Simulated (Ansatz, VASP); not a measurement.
# Al2CoO4 in two plane-wave programs, part 2 of 3

Wanted: the spread between two codes on one cell, functional and k mesh. Of the first pair: The structure shown is the start of the Ansatz relaxation below; VASP solves that cell, so the two are compared at the walk's first step.

VASP 6.6.1 and Ansatz 0.2.0.

So far: The starting structure; Ansatz: relaxation, PBEsol.

## 3. VASP: single point, PBEsol, start cell, pair 1

Level of this step: PBEsol, spin-polarised from an antiferromagnetic start; plane waves and PAW (Al, Co, O) (VASP).

The same cell, functional, mesh and smearing now go to VASP, with its own data sets.

Lines of VASP's logs that name or quote its potential files are left out, and so is its time.

Input file INCAR:

```
SYSTEM = Al2CoO4
PREC = Accurate
ENCUT = 520
EDIFF = 1E-06
NELM = 200
ISMEAR = 0
SIGMA = 0.02
LREAL = .FALSE.
ALGO = Normal
GGA = PS
NBANDS = 100
ISPIN = 2
MAGMOM = 0 -0 0 -0 0 -0 -0 -0 -2.3 2.3 -2.3 2.3 0.07 -0.07 0.06 -0.06 0.07 -0.07 0.07 -0.07 -0.07 0.07 -0.07 0.07 -0.06 0.06 -0.07 0.07
LASPH = .TRUE.
LMAXMIX = 4
LORBIT = 11
LWAVE = .FALSE.
LCHARG = .FALSE.
ISIF = 2
GGA_COMPAT = .FALSE.
KPAR = 4
```

Input file POSCAR:

```
Al2CoO4
1.0
    4.0402040000      0.0000000000     -4.0402040000
    4.0402040000     -4.0402040000      0.0000000000
   -4.0402040000     -4.0402040000     -8.0804070000
Al Co O
8 4 16
Direct
    0.6250000387      0.9375000271      0.8124999574
    0.6250000387      0.4375000271      0.3124999574
    0.6250000387      0.4375000271      0.8124999574
    0.6250000387      0.9375000271      0.3124999574
    0.1250000387      0.4375000271      0.8124999574
    0.1250000387      0.9375000271      0.3124999574
    0.6250000387      0.1875000271      0.5624999574
    0.6250000387      0.6875000271      0.0624999574
    0.0000000206      0.5000000361      0.4999999845
    0.0000000206      0.0000000361      0.9999999845
    0.2500000567      0.3750000181      0.1249999304
    0.2500000567      0.8750000181      0.6249999304
    0.3894718891      0.5263204159      0.6947358678
    0.3894718891      0.0263204159      0.1947358678
    0.8605281871      0.0697359529      0.2092077349
    0.8605281871      0.5697359529      0.7092077349
    0.8315845172      0.0842077879      0.6947358678
    0.8315845172      0.5842077879      0.1947358678
    0.3894718891      0.0842077879      0.6947358678
    0.3894718891      0.5842077879      0.1947358678
    0.8605281882      0.2907922664      0.4302640471
    0.8605281882      0.7907922664      0.9302640471
    0.4184155602      0.2907922664      0.4302640471
    0.4184155602      0.7907922664      0.9302640471
    0.3894718903      0.3052641013      0.9157921800
    0.3894718903      0.8052641013      0.4157921800
    0.8605281882      0.8486796383      0.4302640471
    0.8605281882      0.3486796383      0.9302640471
```

Input file KPOINTS:

```
Automatic mesh
0
Gamma
6 6 6
0 0 0
```

Potentials, in the order of the species: Al, Co and O (PBE family, release 64).

The run is started by

```
> mpirun -np 4 vasp_std
```

Numbers of over 12 decimals in the logs are rounded to 6 here.

Log:

```text
[banner, memory and clock lines left out]
running    4 mpi-ranks, on    1 nodes
 distrk:  each k-point on    1 cores,    4 groups
 distr:  one band on    1 cores,    1 groups

 POSCAR found type information on POSCAR AlCoO
 POSCAR found :  3 types and      28 ions
|                                                                             |
|               ----> ADVICE to this user running VASP <----                  |
|                                                                             |
|     You have a (more or less) 'large supercell' and for larger cells it     |
|     might be more efficient to use real-space projection operators.         |
|     Therefore, try LREAL= Auto in the INCAR file.                           |
|     Mind: For very accurate calculation, you might also keep the            |
|     reciprocal projection scheme (i.e. LREAL=.FALSE.).                      |
|                                                                             |

|                                                                             |
|               ----> ADVICE to this user running VASP <----                  |
|                                                                             |
|     You enforced a specific xc type in the INCAR file but a different       |
|     [... a line on the potential file left out ...]
|     I HOPE YOU KNOW WHAT YOU ARE DOING!                                     |
|                                                                             |

 LDA part: xc-table for (Slater+PW92), standard interpolation
 POSCAR, INCAR and KPOINTS ok, starting setup
 FFT: planning ... GRIDC
 FFT: planning ... GRID_SOFT
 FFT: planning ... GRID
 WAVECAR not read
 entering main loop
       N       E                     dE             d eps       ncg     rms          rms(c)
DAV:   1     0.181382383670E+04    0.18138E+04   -0.69350E+04 12800   0.162E+03
DAV:   2     0.471511014793E+02   -0.17667E+04   -0.15994E+04 13836   0.451E+02
DAV:   3    -0.229105958068E+03   -0.27626E+03   -0.26749E+03 14404   0.196E+02
DAV:   4    -0.243286933631E+03   -0.14181E+02   -0.13775E+02 15880   0.476E+01
DAV:   5    -0.243885625016E+03   -0.59869E+00   -0.59476E+00 16704   0.914E+00    0.420E+01
DAV:   6    -0.226533904148E+03    0.17352E+02   -0.30305E+02 18728   0.926E+01    0.629E+01
DAV:   7    -0.212911919592E+03    0.13622E+02   -0.62734E+01 17296   0.131E+02    0.192E+01
DAV:   8    -0.214628205279E+03   -0.17163E+01   -0.18212E+01 16208   0.137E+01    0.111E+01
DAV:   9    -0.214231728248E+03    0.39648E+00   -0.16843E+00 20496   0.131E+01    0.485E+00
DAV:  10    -0.214352053498E+03   -0.12033E+00   -0.64576E-01 18040   0.472E+00    0.231E+00
DAV:  11    -0.214294829920E+03    0.57224E-01   -0.12201E-01 20488   0.388E+00    0.732E-01
DAV:  12    -0.214295088165E+03   -0.25824E-03   -0.50652E-02 18928   0.143E+00    0.259E-01
DAV:  13    -0.214295283884E+03   -0.19572E-03   -0.41665E-03 17712   0.333E-01    0.149E-01
DAV:  14    -0.214295307318E+03   -0.23435E-04   -0.82191E-04 18064   0.144E-01    0.696E-02
DAV:  15    -0.214295398794E+03   -0.91476E-04   -0.16332E-04 19624   0.102E-01    0.522E-02
DAV:  16    -0.214295375537E+03    0.23257E-04   -0.40559E-05 17736   0.695E-02    0.286E-02
DAV:  17    -0.214295374721E+03    0.81619E-06   -0.34836E-05 18464   0.434E-02    0.116E-02
DAV:  18    -0.214295375238E+03   -0.51778E-06   -0.53394E-06 14032   0.134E-02
   1 F= -.21429538E+03 E0= -.21429538E+03  d E =-.603656E-31  mag=     0.0000
```

Parts of OUTCAR (step 3):

```text
ion  position               nearest neighbor table
   1  0.625  0.938  0.812-  19 1.91  22 1.91  16 1.91  25 1.91  17 1.91  24 1.91   7 2.86   8 2.86
                             3 2.86   3 2.86   5 2.86   5 2.86
   2  0.625  0.438  0.312-  20 1.91  21 1.91  15 1.91  26 1.91  18 1.91  23 1.91   7 2.86   8 2.86
                             4 2.86   4 2.86   6 2.86   6 2.86
   3  0.625  0.438  0.812-  13 1.91  28 1.91  16 1.91  25 1.91  17 1.91  24 1.91   7 2.86   8 2.86
                             1 2.86   5 2.86   1 2.86   5 2.86
   4  0.625  0.938  0.312-  14 1.91  27 1.91  15 1.91  26 1.91  18 1.91  23 1.91   7 2.86   8 2.86
                             2 2.86   6 2.86   2 2.86   6 2.86
   5  0.125  0.438  0.812-  16 1.91  25 1.91  19 1.91  13 1.91  22 1.91  28 1.91   3 2.86   1 2.86
                             1 2.86   3 2.86   7 2.86   8 2.86
   6  0.125  0.938  0.312-  15 1.91  26 1.91  20 1.91  14 1.91  21 1.91  27 1.91   4 2.86   2 2.86
                             2 2.86   4 2.86   8 2.86   7 2.86
   7  0.625  0.188  0.562-  23 1.91  17 1.91  21 1.91  27 1.91  19 1.91  13 1.91   3 2.86   4 2.86
                             1 2.86   2 2.86   6 2.86   5 2.86
   8  0.625  0.688  0.062-  24 1.91  18 1.91  22 1.91  28 1.91  20 1.91  14 1.91   3 2.86   4 2.86
                             1 2.86   2 2.86   5 2.86   6 2.86
   9  0.000  0.500  0.500-  16 1.95  21 1.95  27 1.95  23 1.95
  10  0.000  0.000  1.000-  15 1.95  22 1.95  28 1.95  24 1.95
  11  0.250  0.375  0.125-  25 1.95  20 1.95  14 1.95  18 1.95
  12  0.250  0.875  0.625-  26 1.95  19 1.95  13 1.95  17 1.95
  13  0.389  0.526  0.695-   7 1.91   3 1.91   5 1.91  12 1.95
  14  0.389  0.026  0.195-   8 1.91   4 1.91   6 1.91  11 1.95
  15  0.861  0.070  0.209-   6 1.91   4 1.91   2 1.91  10 1.95
  16  0.861  0.570  0.709-   5 1.91   3 1.91   1 1.91   9 1.95
  17  0.832  0.084  0.695-   7 1.91   3 1.91   1 1.91  12 1.95
  18  0.832  0.584  0.195-   8 1.91   4 1.91   2 1.91  11 1.95
  19  0.389  0.084  0.695-   7 1.91   1 1.91   5 1.91  12 1.95
  20  0.389  0.584  0.195-   8 1.91   2 1.91   6 1.91  11 1.95
  21  0.861  0.291  0.430-   7 1.91   2 1.91   6 1.91   9 1.95
  22  0.861  0.791  0.930-   8 1.91   1 1.91   5 1.91  10 1.95
  23  0.418  0.291  0.430-   7 1.91   2 1.91   4 1.91   9 1.95
  24  0.418  0.791  0.930-   8 1.91   1 1.91   3 1.91  10 1.95
  25  0.389  0.305  0.916-   5 1.91   1 1.91   3 1.91  11 1.95
  26  0.389  0.805  0.416-   6 1.91   2 1.91   4 1.91  12 1.95
  27  0.861  0.849  0.430-   7 1.91   4 1.91   6 1.91   9 1.95
  28  0.861  0.349  0.930-   8 1.91   3 1.91   5 1.91  10 1.95

  LATTYP: Found a trigonal (rhomboedric) cell.
 ALAT       =     9.8964378485
 COS(alpha) =     0.8333333127

 Subroutine GETGRP returns: Found 12 space group operations
 (whereof  6 operations were pure point group operations)

The static configuration has the point symmetry C_3v.
 The point group associated with its full space group is D_3d.

 Found     32 irreducible k-points:

   k-points           NKPTS =     32   k-points in BZ     NKDIM =     32   number of bands    NBANDS=    100

   dimension x,y,z NGX =    42 NGY =   42 NGZ =   80
   dimension x,y,z NGXF=    84 NGYF=   84 NGZF=  160

   ENCUT  =  520.0 eV  38.22 Ry    6.18 a.u.  10.62 10.62 18.40*2*pi/ulx,y,z

   NELECT =     156.0000    total number of electrons

 k-points in reciprocal lattice and weights: Automatic mesh
   0.00000000  0.00000000  0.00000000       0.005
   0.16666667  0.00000000 -0.00000000       0.028
   0.33333333  0.00000000  0.00000000       0.028
   0.50000000  0.00000000 -0.00000000       0.014
   0.00000000  0.16666667  0.00000000       0.028
   0.33333333  0.16666667 -0.00000000       0.056
   0.50000000  0.16666667 -0.00000000       0.056
   0.00000000  0.33333333  0.00000000       0.028
   0.16666667  0.33333333 -0.00000000       0.028
[...]
83       8.8433      0.00000
    ...

 k-point     6 :       0.3333    0.1667   -0.0000
  band No.  band energies     occupation
    ...
     74       6.2906      1.00000
     75       7.2841      1.00000
     76       7.3017      1.00000
     77       7.3552      1.00000
     78       7.3739      1.00000
     79       8.4416      0.00000
     80       8.5536      0.00000
     81       8.6195      0.00000
     82       8.7482      0.00000
     83       8.7836      0.00000
    ...

 spin component 2
 k-point     1 :       0.0000    0.0000    0.0000
  band No.  band energies     occupation
    ...
     74       6.3848      1.00000
     75       7.2343      1.00000
     76       7.2348      1.00000
     77       7.3134      1.00000
     78       7.3139      1.00000
     79       8.3555      0.00000
     80       8.7550      0.00000
     81       8.7551      0.00000
     82       8.8577      0.00000
     83       8.8728      0.00000
    ...

 k-point     2 :       0.1667    0.0000   -0.0000
  band No.  band energies     occupation
    ...
     74       6.3625      1.00000
     75       7.2555      1.00000
     76       7.2884      1.00000
     77       7.3026      1.00000
     78       7.3407      1.00000
     79       8.3912      0.00000
     80       8.6602      0.00000
     81       8.7490      0.00000
     82       8.7577      0.00000
     83       8.8514      0.00000
    ...

 k-point     3 :       0.3333    0.0000    0.0000
  band No.  band energies     occupation
    ...
     74       6.2902      1.00000
     75       7.2710      1.00000
     76       7.2930      1.00000
     77       7.3795      1.00000
     78       7.4007      1.00000
     79       8.4590      0.00000
     80       8.5052      0.00000
     81       8.5629      0.00000
     82       8.7580      0.00000
     83       8.8043      0.00000
    ...

 k-point     4 :       0.5000    0.0000   -0.0000
  band No.  band energies     occupation
    ...
     74       6.2243      1.00000
     75       7.2586      1.00000
     76       7.3044      1.00000
     77       7.4086      1.00000
     78       7.4438      1.00000
     79       8.4308      0.00000
     80       8.4891      0.00000
     81       8.4928      0.00000
     82       8.7589      0.00000
     83       8.7758      0.00000
    ...

 k-point     5 :       0.0000    0.1667    0.0000
  band No.  band energies     occupation
    ...
     74       6.3542      1.00000
     75       7.2517      1.00000
     76       7.2912      1.00000
     77       7.3063      1.00000
     78       7.3411      1.00000
     79       8.3938      0.00000
     80       8.6509      0.00000
     81       8.7561      0.00000
     82       8.7647      0.00000
     83       8.8433      0.00000
    ...

  Total        1.0908391      1.0908391      1.0908390      0.0667090      0.0667089      0.0667089
  in kB        6.6252372      6.6252372      6.6252363      0.4051588      0.4051584      0.4051584
  external PRESSURE =       6.6252369 kB  Pullay stress =       0.0000000 kB

  energy-cutoff  :      520.00
  volume of cell :      263.80
      direct lattice vectors                 reciprocal lattice vectors
     4.040204000  0.000000000 -4.040204000     0.123756120  0.123756120 -0.123756135
     4.040204000 -4.040204000  0.000000000     0.061878067 -0.185634187  0.061878067
    -4.040204000 -4.040204000 -8.080407000    -0.061878067 -0.061878067 -0.061878067

 POSITION                                       TOTAL-FORCE (eV/Angst)
 -----------------------------------------------------------------------------------
      3.03015     -7.07036     -9.09046        -0.000000     -0.000000     -0.000000
      3.03015     -3.03015     -5.05025        -0.000000     -0.000000     -0.000000
      1.01005     -5.05025     -9.09046        -0.000000     -0.000000     -0.000000
      5.05026     -5.05025     -5.05025        -0.000000     -0.000000     -0.000000
     -1.01005     -5.05025     -7.07036        -0.000000     -0.000000     -0.000000
      3.03015     -5.05025     -3.03015        -0.000000     -0.000000     -0.000000
      1.01005     -3.03015     -7.07036        -0.000000     -0.000000     -0.000000
      5.05026     -3.03015     -3.03015        -0.000000     -0.000000     -0.000000
      0.00000     -4.04020     -4.04020        -0.043401     -0.043401     -0.043401
     -4.04020     -4.04020     -8.08041        -0.043401     -0.043401     -0.043401
      2.02010     -2.02010     -2.02010         0.043401      0.043401      0.043401
      2.02010     -6.06031     -6.06031         0.043401      0.043401      0.043401
      0.89311     -4.93332     -7.18729         0.174056     -0.192787      0.174056
      0.89311     -0.89311     -3.14709         0.174056     -0.192787      0.174056
      2.91321     -1.12699     -5.16719         0.176041      0.176041      0.176041
      2.91321     -5.16719     -9.20740         0.176041      0.176041      0.176041
      0.89311     -3.14709     -8.97352         0.174056      0.174056     -0.192787
      4.93332     -3.14709     -4.93332         0.174056      0.174056     -0.192787
     -0.89311     -3.14709     -7.18729        -0.192787      0.174056      0.174056
      3.14709     -3.14709     -3.14709        -0.192787      0.174056      0.174056
      2.91321     -2.91321     -6.95342         0.192787     -0.174056     -0.174056
      2.91321     -6.95342    -10.99362         0.192787     -0.174056     -0.174056
      1.12699     -2.91321     -5.16719        -0.174056     -0.174056      0.192787
      1.12699     -6.95342     -9.20740        -0.174056     -0.174056      0.192787
     -0.89311     -4.93332     -8.97352        -0.176041     -0.176041     -0.176041
      3.14709     -4.93332     -4.93332        -0.176041     -0.176041     -0.176041
      5.16719     -5.16719     -6.95342        -0.174056      0.192787     -0.174056
      1.12699     -5.16719    -10.99362        -0.174056      0.192787     -0.174056
 -----------------------------------------------------------------------------------
    total drift:                               -0.002593      0.001279      0.000105

  FREE ENERGIE OF THE ION-ELECTRON SYSTEM (eV)
  ---------------------------------------------------
  free  energy   TOTEN  =      -214.2953752384 eV

  energy  without entropy=     -214.2953752384  energy(sigma->0) =     -214.29537524

 total charge
# of ion       s       p       d       tot
------------------------------------------
    1        0.316   0.406   0.000   0.722
    2        0.316   0.406   0.000   0.722
    3        0.316   0.406   0.000   0.722
    4        0.316   0.406   0.000   0.722
    5        0.316   0.406   0.000   0.722
    6        0.316   0.406   0.000   0.722
    7        0.316   0.406   0.000   0.722
    8        0.316   0.406   0.000   0.722
    9        0.351   0.446   7.172   7.968
   10        0.351   0.446   7.172   7.968
   11        0.351   0.446   7.172   7.968
   12        0.351   0.446   7.172   7.968
   13        1.543   3.579   0.000   5.122
   14        1.543   3.579   0.000   5.122
   15        1.543   3.578   0.000   5.121
   16        1.543   3.578   0.000   5.121
   17        1.543   3.579   0.000   5.122
   18        1.543   3.579   0.000   5.122
   19        1.543   3.579   0.000   5.122
   20        1.543   3.579   0.000   5.122
   21        1.543   3.579   0.000   5.122
   22        1.543   3.579   0.000   5.122
   23        1.543   3.579   0.000   5.122
   24        1.543   3.579   0.000   5.122
   25        1.543   3.578   0.000   5.121
   26        1.543   3.578   0.000   5.121
   27        1.543   3.579   0.000   5.122
   28        1.543   3.579   0.000   5.122
--------------------------------------------------
tot         28.626  62.286  28.686 119.598

 magnetization (x)
# of ion       s       p       d       tot
------------------------------------------
    1        0.000   0.001   0.000   0.001
    2       -0.000  -0.001   0.000  -0.001
    3        0.000   0.001   0.000   0.001
    4       -0.000  -0.001   0.000  -0.001
    5        0.000   0.001   0.000   0.001
    6       -0.000  -0.001   0.000  -0.001
    7        0.000   0.000   0.000   0.000
    8        0.000   0.000   0.000   0.000
    9       -0.012  -0.058  -2.428  -2.498
   10        0.012   0.058   2.428   2.498
   11       -0.012  -0.058  -2.428  -2.498
   12        0.012   0.058   2.428   2.498
   13        0.004   0.059   0.000   0.063
   14       -0.004  -0.059   0.000  -0.063
   15        0.003   0.049   0.000   0.053
   16       -0.003  -0.049   0.000  -0.053
   17        0.004   0.059   0.000   0.063
   18       -0.004  -0.059   0.000  -0.063
   19        0.004   0.059   0.000   0.063
   20       -0.004  -0.059   0.000  -0.063
   21       -0.004  -0.059   0.000  -0.063
   22        0.004   0.059   0.000   0.063
   23       -0.004  -0.059   0.000  -0.063
   24        0.004   0.059   0.000   0.063
   25       -0.003  -0.049   0.000  -0.053
   26        0.003   0.049   0.000   0.053
   27       -0.004  -0.059   0.000  -0.063
   28        0.004   0.059   0.000   0.063
--------------------------------------------------
tot          0.000   0.000   0.000   0.000
```

The gap is read on the k-mesh alone, so it is an upper bound where the band edges lie off the mesh.

## 4. Side by side

Known differences besides the potentials themselves: VASP starts from the moments at which Ansatz ended; the data sets hold 188 valence electrons in Ansatz (on its PAW soft_1 files) and 156 in VASP; the cutoff is 420 eV in Ansatz and 520 eV in VASP; Ansatz makes its cores anew for this functional, VASP keeps those of its PBE data sets. Total energies have different zeros and are not compared.

Forces on 9 of the 28 atoms, those with the largest forces and the largest differences (eV/Å; atoms numbered as in POSCAR):

```csv
atom,"Ansatz x, y, z","VASP x, y, z"
O13,"0.159, -0.178, 0.159","0.174, -0.193, 0.174"
O14,"0.159, -0.178, 0.159","0.174, -0.193, 0.174"
O17,"0.159, 0.159, -0.178","0.174, 0.174, -0.193"
O19,"-0.178, 0.159, 0.159","-0.193, 0.174, 0.174"
O20,"-0.178, 0.159, 0.159","-0.193, 0.174, 0.174"
O21,"0.178, -0.159, -0.159","0.193, -0.174, -0.174"
O22,"0.178, -0.159, -0.159","0.193, -0.174, -0.174"
O24,"-0.159, -0.159, 0.178","-0.174, -0.174, 0.193"
O27,"-0.159, 0.178, -0.159","-0.174, 0.193, -0.174"
```

The forces differ by 11 meV/Å r.m.s., which is 8.1 % of the r.m.s. force of 0.137 eV/Å (both taken over all components). Moments aren't recorded for both runs of this pair, so they may hold unlike magnetic states.

## 5. Ansatz: relaxation, PBEsol

This run makes the geometry at which the two programs are then compared. The cell compared in this pair holds 264.14 Å³, against 263.80 Å³ for the pair before.

The structure compared here is the end of the Ansatz relaxation.

This is the run of step 2 again, met here at its other cell.

(Continued in part 3 of 3.)

[Lines on the potential files, build, host, timing and source positions are cut from VASP's logs without a mark.]

[Logs are printed without paths, hosts, clocks, repeated set-up lines and the standing remarks that a program may print on its own settings, such as how far it seeks lower states.]

[Hosts, paths, dates, database ids (printed as entryN), source tags and the programs' standing remarks are cut or masked in the printed files.]
